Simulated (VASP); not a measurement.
VASP ran on this input.

**INCAR**
```
SYSTEM=BN
PREC=Accurate; ENCUT=520; LREAL=F
LASPH=T
EDIFF=1E-7; NELM=100; ALGO=Normal
ISMEAR=0; SIGMA=0.05
GGA=RE
ISIF=2
LWAVE=F; LCHARG=F
```

### KPOINTS
```
K-points
0
gamma
 12 12 12
```

File POSCAR:
```
BN
1.0
  0.0000000000   1.8199204518   1.8199204518
  1.8199204518   0.0000000000   1.8199204518
  1.8199204518   1.8199204518   0.0000000000
B N
1 1
Cartesian
  0.0000000000   0.0000000000   0.0000000000
  0.9099602259   0.9099602259   0.9099602259
```

POTCAR, in this order: B N (PBE.64 set). Program: vasp_std.

Q: Write an equivalent input for Quantum ESPRESSO's pw.x.

A: One equivalent input (not run):
```
&CONTROL
  calculation = 'scf'
  pseudo_dir = './pseudo'
  outdir = './out'
  tprnfor = .true.
  tstress = .true.
/
&SYSTEM
  ibrav = 0
  nat = 2
  ntyp = 2
  ecutwfc = 84
  occupations = 'smearing'
  smearing = 'gaussian'
  degauss = 0.003675
  input_dft = 'revpbe'
/
&ELECTRONS
  conv_thr = 7.3e-09
  electron_maxstep = 100
/
ATOMIC_SPECIES
  B 10.810 B.upf
  N 14.007 N.upf
CELL_PARAMETERS angstrom
     0.0000000    1.8199205    1.8199205
     1.8199205    0.0000000    1.8199205
     1.8199205    1.8199205    0.0000000
ATOMIC_POSITIONS crystal
  B    0.0000000  0.0000000  0.0000000
  N    0.2500000  0.2500000  0.2500000
K_POINTS automatic
  12 12 12 0 0 0
```
Limits of the translation: the potentials are each code's own (VASP's PAW set, PseudoDojo norm-conserving files in pw.x), so ENCUT and ecutwfc are chosen apart and not converted; conv_thr bounds pw.x's estimated SCF error, while EDIFF bounds the energy change between steps.

The compound is BN in the zinc blende structure. It was relaxed first.
